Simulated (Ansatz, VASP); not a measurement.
# Cross-check of HfB2 between VASP and Ansatz, part 2 of 2

Wanted: the spread between two codes on one cell, functional and k mesh. The cell is taken from a series of runs on this material, whose earlier steps may have relaxed, scaled, displaced or heated it; both programs get it as it stands.

VASP 6.6.1 and Ansatz 0.2.0.

So far: Starting point; VASP: zone-centre phonons, PBEsol.

### 3. Ansatz: zone-centre phonons, PBEsol

Level of this step: Ansatz beside VASP: Kohn-Sham DFT, plane waves, PBEsol (Ansatz).

Ansatz runs on its PAW soft_1 files.

The same cell, functional, mesh and smearing now go to Ansatz, which takes its cutoff from its data sets.

Input file input.yaml:

```yaml
crystal:
  lattice:
    - [3.2522426833, 0.0, 0.0]
    - [-1.6261213416, 2.816524783, 0.0]
    - [0.0, 0.0, 3.3718184499]
  atoms:
    - { symbol: B, position: [0.3333333333, 0.6666666667, 0.5] }
    - { symbol: B, position: [0.6666666667, 0.3333333333, 0.5] }
    - { symbol: Hf, position: [0.0, 0.0, 0.0] }
kpoints:
  mp_grid: { grid: [15, 15, 12] }
hamiltonian:
  xc: pbesol
  pseudopotentials: { kind: paw, azcp: { folder: soft_1 }, xc_functional: pbe }
scf:
  occupations: { method: methfessel_paxton, width: 0.2 }
output:
  eigenvalues: true
phonons:
  method: dfpt
```

Run with:

```bash
$ ansatz run input.yaml --threads 4 --pin off --max-ram 10240MiB --backend cpu --events-out ev --progress --plain --runs-dir out
```

Numbers of over 12 decimals in the logs are rounded to 6 here.

What it wrote:

```text
zone centre: on kpoints.mp_grid the ground state, and the responses unless they are solved on pairs of k-points, stand on 448 of the mesh's 2700 k-points, reduced under 4 symmetry operations, with k and −k counted as one. Each operation leaves every solved displacement unchanged or reverses it
Engine: ansatz 0.2.0, aarch64-unknown-linux-gnu
Pseudopotentials: kind: paw
Pseudopotential: B, paw, valence charge 3, recommended cutoff 420 eV (normal), soft_1/B.paw.azcp
Pseudopotential: Hf, paw, valence charge 26, recommended cutoff 420 eV (normal), soft_1/Hf.paw.azcp
Functional definition: PBEsol
  exchange = pbesol_x
  correlation = pbesol_c
Crystal: 3 atoms, lattice volume = 30.886 Å³
Basis set: ecut = 420 eV, 623 PW (Γ), exchange–correlation on 48×48×48 points (8 copies of the dense FFT grid, shifted against one another)
Bands: 20, of which v1, the nominal top of the filled ones, is band 16 counted from 1 (15 counted from 0)
Symmetry: 24 space group operations
k-points: 448 of 2700 (irreducible under 4 space group operations, time reversal used)
Non-local potential: B, projectors of the file, l = 0: 2, l = 1: 2, l = 2: 1
Non-local potential: Hf, projectors of the file, l = 0: 3, l = 1: 2, l = 2: 2, l = 3: 3
PAW form: soft (Blöchl's): semilocal exchange-correlation on the pseudo side does not see the compensation charge
PAW frozen core: B, regenerated for the run's functional, and the local potential with it (the file was generated under x = pbe(κ = 0.804, μ = 0.219515), c = pbe(β = 0.066725))
PAW frozen core: Hf, regenerated for the run's functional, and the local potential with it (the file was generated under x = pbe(κ = 0.804, μ = 0.219515), c = pbe(β = 0.066725))
PAW one-centre angular grid: B, 110 points (default); XC on 64 Gauss nodes
PAW one-centre angular grid: Hf, 590 points (default); XC on 64 Gauss nodes
Initial density: superposition of atomic densities (chi_scale 0.1, normalization cell, long waves kept (reshape's long-wave potential 0.00 eV rms))
Initial wavefunctions: pseudopotential atomic-orbital guess
Functional: x = pbesol(κ = 0.804, μ = 0.123457), c = pbesol(β = 0.046)
SCF iter   1: F=—  HF=-15907.669138 eV  |F-HF|=—  |Δ(HF+E_count)|=         —  Δρ=5.59e-2  dr2=1.47e0  ethr=3.10e-3  ⟨swp⟩=4.5  Hψ=35400  notcnv=0
preconditioner: auto → none  [metal: Δε(μ)=0.081 eV  Ē_g=16.496 eV  σ=0.200 eV  W_gap=0.31  n_scr=8 (ndim 8)  ℏωp=36.6 eV  f_vac=0.000  D(μ)=0.34/eV (n_scr^D=0)  sad-step TF]
SCF iter   2: F=—  HF=-15907.360925 eV  |F-HF|=—  |Δ(HF+E_count)|=   3.08e-1  S|Δr|=    0.00e0  Δρ=2.94e-2  dr2=4.22e-1  ethr=3.10e-3  ⟨swp⟩=3.0  Hψ=18511  notcnv=0
SCF iter   3: F=—  HF=-15907.261698 eV  |F-HF|=—  |Δ(HF+E_count)|=   9.92e-2  S|Δr|=    0.00e0  Δρ=9.40e-3  dr2=1.77e-2  ethr=1.32e-3  ⟨swp⟩=2.0  Hψ=18214  notcnv=0
SCF iter   4: F=—  HF=-15907.217394 eV  |F-HF|=—  |Δ(HF+E_count)|=   4.43e-2  S|Δr|=    0.00e0  Δρ=2.70e-3  dr2=1.13e-3  ethr=5.54e-5  ⟨swp⟩=2.8  Hψ=19369  notcnv=0
SCF iter   5: F=—  HF=-15907.219908 eV  |F-HF|=—  |Δ(HF+E_count)|=   2.51e-3  S|Δr|=    0.00e0  Δρ=7.45e-4  dr2=1.89e-4  ethr=3.53e-6  ⟨swp⟩=2.0  Hψ=16325  notcnv=0
SCF iter   6: F=—  HF=-15907.219771 eV  |F-HF|=—  |Δ(HF+E_count)|=   1.37e-4  S|Δr|=    0.00e0  Δρ=9.09e-5  dr2=4.01e-6  ethr=5.92e-7  ⟨swp⟩=2.1  Hψ=16209  notcnv=0
SCF iter   7: F=—  HF=-15907.219772 eV  |F-HF|=—  |Δ(HF+E_count)|=   5.91e-7  S|Δr|=    0.00e0  Δρ=2.13e-5  dr2=1.19e-7  ethr=1.25e-8  ⟨swp⟩=2.6  Hψ=16026  notcnv=0
SCF iter   8: F=—  HF=-15907.219771 eV  |F-HF|=—  |Δ(HF+E_count)|=   4.42e-7  S|Δr|=    0.00e0  Δρ=2.19e-6  dr2=5.08e-10  ethr=3.71e-10  ⟨swp⟩=2.2  Hψ=16066  notcnv=0
SCF iter   9: F=—  HF=-15907.219771 eV  |F-HF|=—  |Δ(HF+E_count)|=  3.89e-10  S|Δr|=    0.00e0  Δρ=2.71e-7  dr2=3.56e-11  ethr=1.59e-12  ⟨swp⟩=2.6  Hψ=17779  notcnv=0
SCF iter  10: F=-15907.219771 eV  HF=-15907.219771 eV  |F-HF|=7.28e-12  |Δ(HF+E_count)|=  9.09e-12  S|Δr|=    0.00e0  Δρ=2.99e-8  dr2=1.77e-13  ethr=1.00e-12  ⟨swp⟩=7.0  Hψ=47901  notcnv=0
SCF 1 converged in 10 iterations: F = -15907.219771 eV  dr2 = 1.77e-13
  greatest PAW one-centre occupation: 0.998 electrons in one spin orbital (limit 2), on the Hf atom at site 2 (counted from 0), in its partial waves of l = 0
DFPT response loops at Γ: preconditioner auto → Kerker (q_TF=auto, 2.744 Å⁻¹) (partly filled bands, converged f_vac=0.000); β = 1.00, the filter's whole step (`scf.mixing.beta` (0.50) is not read by the response loops under this deck's `scf.mixing.preconditioner`; to damp them name `kerker` or `kerker_dos`, under which they read `scf.mixing.beta`, and type it under 1.00, their step now; both keys bind the ground state too); Broyden in place of MSR1
SCF converged after 10 iterations
Stability not checked: this state was not tested for a lower state beside it, because cold or Methfessel-Paxton smearing, or corrected tetrahedra, fill the levels in a way that the test cannot read (fill_not_monotonic; see scf.lower_state_search)
Free energy (F): -15907.219771 eV
Harris-Foulkes:  -15907.219771 eV  (|F-HF|=7.28e-12)
Internal energy: -15907.219344 eV  (E = F + TS)
E sigma→0 (E₀):  -15907.219664 eV
Entropy (-TS):   -0.000428 eV (-0.143 meV/atom)
Fermi energy:    18.365143 eV
--- Per-component energies (eV) ---
  E_band       = 59.293555
  E_kinetic    = 506.654394
  E_local      = -6605.629593  (includes V_loc(G=0)·N_el)
  E_nonlocal   = 81.656209
  E_hartree    = 3238.718310
  E_xc         = -330.755416
  E_vxc        = -333.073789  (∫ρ·V_xc dr)
  E_paw        = -7726.656923  (= ΣΔE_a)
  E_vpaw       = -67.750421  (= ΣTr[D̂ρ^β])
  E_aug_tail   = 0.000144  (compensation charges beyond the density's cutoff)
  E_ewald      = -5072.486947
  E_core_change = 1.280478  (= ΣΔE_core)
  E_smearing   = -0.000428  (= −TS)
  E_closure    = 0.000000  (closes the sum)
  Σ components = -15907.219771   (vs F -15907.219771, Δ=0.00e0)
--- Band table (eV; the first three rows and the last of 448) ---
  k-point 0: bands = [... 12 lower, 15.0581, 15.0581, 15.6800, 16.2128, 22.1135, 22.1135, 22.1808, 22.7388]
  k-point 1: bands = [... 12 lower, 14.8413, 15.1357, 15.1357, 17.0032, 21.0906, 21.0906, 22.2057, 23.0661]
  k-point 2: bands = [... 12 lower, 13.7335, 15.3655, 15.3655, 18.0114, 20.0076, 20.0076, 22.2784, 22.3434]
  k-point 447: bands = [... 12 lower, 11.1091, 13.3896, 13.8051, 15.3496, 22.6769, 22.7354, 23.5364, 24.7704]
--- Phonons (Γ-DFPT): 4 representative perturbations + reference, on 448 of 2700 k-points (Σ response iterations 12) ---
  k mesh reduced under 4 symmetry operations, with k and −k counted as one. Each operation leaves every solved displacement unchanged or reverses it
  ASR residual: 1.884e-5 → 0.000e0 eV/Å²; symmetrization residual: 6.274e-7 eV/Å²
  ASR residual per site (eV/Å²): 4.05e-6 4.05e-6 1.88e-5
  Γ frequencies (cm⁻¹): 0.00 0.00 0.00 428.83 428.83 452.74 507.26 643.96 643.96
  non-analytic LO–TO correction: not included (Born effective charges unavailable; polar crystals: no LO–TO splitting at Γ)
```

### 4. Side by side

Known differences besides the potentials themselves: the data sets hold 32 valence electrons in Ansatz (on its PAW soft_1 files) and 16 in VASP; the cutoff is 420 eV in Ansatz and 500 eV in VASP; Ansatz makes its cores anew for this functional, VASP keeps those of its PBE data sets. Total energies have different zeros and are not compared.

Compared:

```csv
quantity,Ansatz,VASP,difference
optical mode 1 to 2 (cm⁻¹),428.8,430.2,-0.32 %
optical mode 3 (cm⁻¹),452.7,453.6,-0.19 %
optical mode 4 (cm⁻¹),507.3,508.8,-0.31 %
optical mode 5 to 6 (cm⁻¹),644.0,649.9,-0.91 %
```

Modes are paired by rising frequency, not by their patterns, so a pair may set unlike modes beside each other; they are those without the splitting of longitudinal modes.

### 5. What came out

```
r.m.s. difference of the optical zone-centre modes, each program's sorted by frequency (zone-centre phonons, PBEsol) : 3.6 cm⁻¹
difference in optical mode 5 to 6 (zone-centre phonons, PBEsol)                                                      : -0.9 %
```

What this shows: The r.m.s. difference of the optical zone-centre modes, each program's sorted by frequency is 3.6 cm⁻¹ (zone-centre phonons, PBEsol). The data sets hold unlike numbers of valence electrons (32 in Ansatz and 16 in VASP), so part of the differences comes from the potentials. Among the rows given in per cent, the largest difference of the zone-centre phonons, PBEsol pair is in optical mode 5 to 6, -0.9 %. How closely two codes agree says nothing of how well the functional describes the real material.

[Lines on the potential files, build, host, timing and source positions are cut from VASP's logs without a mark.]

[Logs are printed without paths, hosts, clocks, repeated set-up lines and the standing remarks that a program may print on its own settings, such as how far it seeks lower states.]

[Hosts, paths, dates, database ids (printed as entryN), source tags and the programs' standing remarks are cut or masked in the printed files.]
